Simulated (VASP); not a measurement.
Energy against volume of HfC (rock salt). Calculation: PBE GGA with D4 dispersion, VASP's PBE PAW potentials (set 64) (plane waves; VASP 6.6.1).

| V (Å³/atom) | E (eV/atom) |
|---|---|
| 11.620 | -10.73723 |
| 11.991 | -10.76608 |
| 12.362 | -10.77500 |
| 12.732 | -10.76677 |
| 13.103 | -10.74380 |

Problem. Fit a third-order Birch-Murnaghan equation of state.

Solution. 
```
Item                                             Value
---------------------------------------  -------------
volume per atom                          12.36 Å³/atom
bulk modulus                                   246 GPa
pressure derivative of the bulk modulus           4.03
lattice constant a                             4.624 Å
```

Measured: a 4.638 Å (computed value off by -0.3 %), as given by Guo-Xu Zhang et al., New Journal of Physics (2018), doi:10.1088/1367-2630/aac7f0. The calculation is for a static lattice, while the measured a holds thermal and zero-point effects, which are part of the difference.

The compound is HfC in the rock salt structure. It was relaxed first.
